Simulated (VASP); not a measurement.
A convergence study with VASP on AlP (zinc blende): one setting is varied, all else stays as given below, so the limit is that of these other settings. Each run relaxes cell and ions from the cell shown. The basis is that of the starting cell, so low cut-offs carry a Pulay error.

```xyz
2
Lattice="0.0000 2.7300 2.7300 2.7300 0.0000 2.7300 2.7300 2.7300 0.0000" Properties=species:S:1:pos:R:3 pbc="T T T"
Al     0.0000     0.0000     0.0000
P      1.3650     1.3650     1.3650
```

Computed with PBE GGA, VASP's PBE PAW potentials (set 64) (plane waves; VASP). The tightest run used: 700 eV cut-off, 7×7×7 Γ-centred mesh, Gaussian smearing of 0.050 eV, potentials Al P.

Gaps are read on the run's mesh, which can miss a band edge.

| setting | relaxed volume (Å³/atom) | E (eV/atom) | gap on the mesh (eV) | plane waves |
|---|---|---|---|---|
| ENCUT = 200 | 20.670 | -5.1647 | 1.736 | 273 |
| ENCUT = 250 | 20.782 | -5.1782 | 1.746 | 378 |
| ENCUT = 300 | 20.835 | -5.1845 | 1.749 | 531 |

These are the cheaper rows. Estimate the results at ENCUT = 700, and how far the last row shown lies from them.

| quantity | tightest run | last row shown is off by |
|---|---|---|
| relaxed volume (Å³/atom) | 20.866 | -0.031 |
| E (eV/atom) | -5.1877 | 0.0033 |
| gap on the mesh (eV) | 1.750 | -0.001 |

Left out are rungs that failed or repeat a setting and relaxations that didn't move; long series are thinned to 24 rows.

The compound is AlP in the zinc blende structure.
